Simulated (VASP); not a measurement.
Calculation: LDA (Ceperley-Alder, Perdew-Zunger), VASP's LDA PAW potentials (set 64) (plane waves; VASP).

A VASP calculation is set up with these files.

**INCAR**
```
SYSTEM = CdS
PREC = Accurate
ENCUT = 520
EDIFF = 1E-7
NELM = 100
ALGO = Normal
LREAL = .FALSE.
LASPH = .TRUE.
ISMEAR = 0
SIGMA = 0.05
LMAXMIX = 4
LWAVE = .FALSE.
LCHARG = .FALSE.
ISIF = 2
```

**POSCAR**
```
CdS
1
    0.0000000000     2.8270453345     2.8270453345
    2.8270453345     0.0000000000     2.8270453345
    2.8270453345     2.8270453345     0.0000000000
Cd S
1 1
Direct
  0.0000000000   0.0000000000   0.0000000000
  0.2500000000   0.2500000000   0.2500000000
```

**KPOINTS**
```
Automatic mesh
0
G
8 8 8
0 0 0
```

POTCAR, in this order: Cd S (LDA.64 set). Program: vasp_std.

Output of the run:

### OSZICAR
```
       N       E                     dE             d eps       ncg     rms          rms(c)
DAV:   1     0.112612452582E+03    0.11261E+03   -0.92634E+03   762   0.128E+03
DAV:   2    -0.313304805761E+01   -0.11575E+03   -0.11060E+03   869   0.303E+02
DAV:   3    -0.785086997834E+01   -0.47178E+01   -0.47042E+01   909   0.645E+01
DAV:   4    -0.788484044617E+01   -0.33970E-01   -0.33963E-01   849   0.541E+00
DAV:   5    -0.788531607346E+01   -0.47563E-03   -0.47562E-03   889   0.622E-01    0.104E+01
DAV:   6    -0.739965818333E+01    0.48566E+00   -0.96577E-01  1103   0.154E+01    0.780E+00
DAV:   7    -0.737085698234E+01    0.28801E-01   -0.20427E-01   779   0.384E+00    0.339E+00
DAV:   8    -0.736627083552E+01    0.45861E-02   -0.24822E-02   794   0.248E+00    0.322E-01
DAV:   9    -0.736578005177E+01    0.49078E-03   -0.35942E-03   889   0.112E+00    0.753E-02
DAV:  10    -0.736574408678E+01    0.35965E-04   -0.28233E-04   834   0.273E-01    0.546E-02
DAV:  11    -0.736575024140E+01   -0.61546E-05   -0.35931E-05   809   0.675E-02    0.374E-02
DAV:  12    -0.736575105391E+01   -0.81250E-06   -0.26009E-05   970   0.736E-02    0.110E-02
DAV:  13    -0.736574960511E+01    0.14488E-05   -0.51285E-06   860   0.316E-02    0.229E-03
DAV:  14    -0.736574963595E+01   -0.30841E-07   -0.34746E-07   824   0.527E-03
   1 F= -.73657496E+01 E0= -.73657496E+01  d E =-.145119E-11
```

### OUTCAR
```
------------------------ aborting loop because EDIFF is reached ----------------------------------------
  FORCE on cell =-STRESS in cart. coord.  units (eV):
  Direction    XX          YY          ZZ          XY          YZ          ZX
  --------------------------------------------------------------------------------------
  Total        1.3660761      1.3660761      1.3660761      0.0000000      0.0000000      0.0000000
  in kB       48.4347594     48.4347594     48.4347594      0.0000000      0.0000000      0.0000000
  external PRESSURE =      48.4347594 kB  Pullay stress =       0.0000000 kB
  volume of cell :       45.19
      direct lattice vectors                 reciprocal lattice vectors
     0.000000000  2.827045335  2.827045335    -0.176863099  0.176863099  0.176863099
     2.827045335  0.000000000  2.827045335     0.176863099 -0.176863099  0.176863099
     2.827045335  2.827045335  0.000000000     0.176863099  0.176863099 -0.176863099
  FREE ENERGIE OF THE ION-ELECTRON SYSTEM (eV)
  ---------------------------------------------------
  free  energy   TOTEN  =        -7.3657496360 eV

  energy  without entropy=       -7.3657496359  energy(sigma->0) =       -7.36574964
```
(Selected blocks of OUTCAR.)

The compound is CdS in the zinc blende structure, a metastable form; wurtzite is the usual one. This cell is one point of a volume scan, at 0.94 of the reference volume.
